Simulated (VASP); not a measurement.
Output of a VASP run:

OSZICAR:
```
       N       E                     dE             d eps       ncg     rms          rms(c)
DAV:   1     0.320684130267E+02    0.32068E+02   -0.25121E+03   136   0.529E+02
DAV:   2     0.201805834127E+00   -0.31867E+02   -0.31345E+02   144   0.120E+02
DAV:   3    -0.872428633627E+00   -0.10742E+01   -0.10742E+01   184   0.258E+01
DAV:   4    -0.885873731000E+00   -0.13445E-01   -0.13445E-01   200   0.251E+00
DAV:   5    -0.885942082967E+00   -0.68352E-04   -0.68352E-04   200   0.121E-01    0.123E+00
DAV:   6    -0.886635516709E+00   -0.69343E-03   -0.17394E-03   184   0.287E-01    0.739E-01
DAV:   7    -0.887633989870E+00   -0.99847E-03   -0.33205E-03   152   0.389E-01    0.441E-02
DAV:   8    -0.887750876636E+00   -0.11689E-03   -0.12124E-04   192   0.100E-01    0.154E-02
DAV:   9    -0.887756721503E+00   -0.58449E-05   -0.51879E-06   152   0.176E-02    0.438E-03
DAV:  10    -0.887756051438E+00    0.67007E-06   -0.26919E-06   176   0.107E-02
   1 F= -.88775605E+00 E0= -.87462699E+00  d E =-.262581E-01
```

**OUTCAR**
```
------------------------ aborting loop because EDIFF is reached ----------------------------------------
  FORCE on cell =-STRESS in cart. coord.  units (eV):
  Direction    XX          YY          ZZ          XY          YZ          ZX
  --------------------------------------------------------------------------------------
  Total        0.0419182      0.0419182      0.0419182      0.0000000      0.0000000      0.0000000
  in kB        0.7447285      0.7447285      0.7447285      0.0000000      0.0000000      0.0000000
  external PRESSURE =       0.7447285 kB  Pullay stress =       0.0000000 kB
  volume of cell :       90.18
      direct lattice vectors                 reciprocal lattice vectors
    -2.825000000  2.825000000  2.825000000     0.000000000  0.176991150  0.176991150
     2.825000000 -2.825000000  2.825000000     0.176991150  0.000000000  0.176991150
     2.825000000  2.825000000 -2.825000000     0.176991150  0.176991150  0.000000000
 POSITION                                       TOTAL-FORCE (eV/Angst)
 -----------------------------------------------------------------------------------
      0.00000      0.00000      0.00000         0.000000      0.000000      0.000000
 -----------------------------------------------------------------------------------
    total drift:                               -0.000000     -0.000000     -0.000000
  FREE ENERGIE OF THE ION-ELECTRON SYSTEM (eV)
  ---------------------------------------------------
  free  energy   TOTEN  =        -0.8877560514 eV

  energy  without entropy=       -0.8614979241  energy(sigma->0) =       -0.87462699
```
(Selected blocks of OUTCAR.)

File POSCAR:
```
Rb
1
   -2.8250000000     2.8250000000     2.8250000000
    2.8250000000    -2.8250000000     2.8250000000
    2.8250000000     2.8250000000    -2.8250000000
Rb
1
Direct
  0.0000000000   0.0000000000   0.0000000000
```

Task: Write an INCAR and KPOINTS that could have produced this output.

Result: This is not unique; one that fits is the input of the run itself, PBE GGA, plane waves, VASP's PBE PAW potentials (set 64).

**INCAR**
```
SYSTEM = Rb
PREC = Accurate
ENCUT = 300
EDIFF = 1E-6
NELM = 100
ALGO = Normal
LREAL = .FALSE.
LASPH = .TRUE.
ISMEAR = -1
SIGMA = 0.05
GGA = PE
LMAXMIX = 4
LWAVE = .FALSE.
LCHARG = .FALSE.
ISIF = 2
```

**KPOINTS**
```
kpoints
0
G
  4 4 4
0 0 0
```

POTCAR, in this order: Rb_sv (PBE.64 set). Program: vasp_std.

At this cut-off the stress carries a Pulay error, which pulls relaxed volumes low.

The structure is a typed Rb crystal (Im-3m). The cell was not relaxed at this level. The k-mesh is coarse (spacing up to 0.39 per Å, 2π included), so the numbers may not be converged in it. The run is one of a series of settings (KPOINTS 4×4×4 Γ-centred mesh against the base run), some of them coarse on purpose.
